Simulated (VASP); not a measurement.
Input for VASP

KPOINTS:
```
kpoints
0
G
 10 10 10
0 0 0
```

### POSCAR
```
Na3Tl
1.0
 -2.4281717606   2.4281717606   4.8628763496
  2.4281717606  -2.4281717606   4.8628763496
  2.4281717606   2.4281717606  -4.8628763496
Na Tl
3 1
Cart
 -0.0000000000   2.4281717606   2.4314381748
  2.4281717606   0.0000000000   2.4314381748
  0.0000000000   0.0000000000   4.8628763496
  0.0000000000   0.0000000000   0.0000000000
```

### INCAR
```
SYSTEM  =  Na3Tl
PREC  =  Accurate; ENCUT  =  400; LREAL  =  .FALSE.
LASPH  =  .TRUE.
EDIFF  =  1E-7; NELM  =  100; ALGO  =  Normal
LMAXMIX  =  4
ISMEAR  =  -5
GGA  =  PS
ISIF  =  2
LWAVE  =  .FALSE.; LCHARG  =  .TRUE.; LORBIT  =  11
NEDOS  =  601
LEFG  =  .TRUE.
```

POTCAR, in this order: Na_pv Tl_d (PBE.64 set). Program: vasp_std.

**Question.** Translate this PBEsol calculation to Ansatz.

**Answer.** One equivalent input (not run):
Ansatz 0.2 input:
```yaml
crystal:
  lattice:
    - [-2.4281718, 2.4281718, 4.8628763]
    - [2.4281718, -2.4281718, 4.8628763]
    - [2.4281718, 2.4281718, -4.8628763]
  atoms:
    - { symbol: Na, position: [0.7500000, 0.2500000, 0.5000000] }
    - { symbol: Na, position: [0.2500000, 0.7500000, 0.5000000] }
    - { symbol: Na, position: [0.5000000, 0.5000000, 0.0000000] }
    - { symbol: Tl, position: [0.0000000, 0.0000000, 0.0000000] }
kpoints:
  mp_grid: { grid: [10, 10, 10] }
hamiltonian:
  xc: pbesol
  pseudopotentials: { kind: paw }
scf:
  occupations: { method: tetrahedron }
  max_iter: 100
output: { forces: true, stress: true, eigenvalues: true }
```
The two are equivalent in intent, not identical: each code has its own PAW files, so the cut-off isn't converted (ENCUT is set for VASP's; basis.ecutwfc is left out, and Ansatz then takes the one that its files recommend); Ansatz stops its SCF on the density residual and VASP on the energy change (EDIFF); the field gradients of LEFG aren't asked of the other code.

The structure comes from a computed database's Na3Tl entry (I4/mmm); how it stands against other phases isn't given here. It was relaxed first.
